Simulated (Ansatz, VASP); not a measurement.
# One calculation of Na2BrF, two programs

```
Na Br F
1.0
     3.93021    0.00000    0.00000
     0.00000    3.93021    0.00000
     0.00000    0.00000    5.49553
Na Br F
2 1 1
Direct
  0.00000 0.00000 0.00000
  0.50000 0.50000 0.50000
  0.50000 0.50000 0.00000
  0.00000 0.00000 0.50000
```

The cell comes from a database or a generator and needn't be the stable form of this composition.

Alike in both runs: task relaxation of cell and atoms; functional PBE; k mesh 6 × 6 × 4; occupations gaussian, width 0.02 eV; no spin polarisation.

|  | VASP | Ansatz |
| --- | --- | --- |
| version | VASP 6.6.1 | Ansatz 0.2.0 |
| potentials or method | VASP PAW PBE potentials, release 64 (Na_pv, Br, F) | scalar-relativistic, plane waves, PAW |
| plane-wave cutoff (eV) | 600 | 420 |
| valence electrons in the cell | 28 | 32 |

VASP gave:

| Item | Value |
| --- | --- |
| gap on the k mesh at the Fermi level, each at its own relaxed structure (eV) | 4.47 |
| relaxed volume (Å³/atom) | 21.48 |
| relaxed cell length with the largest relative difference (Å) | 3.947 |

Problem. Estimate Ansatz's values.

Solution. gap on the k mesh at the Fermi level, each at its own relaxed structure (eV): 4.47; relaxed volume (Å³/atom): 21.52; relaxed cell length with the largest relative difference (Å): 3.951.

The two sets of potentials don't hold the same shells in valence.

Expect the measured gap to be larger: semilocal functionals such as PBE lack the derivative discontinuity.
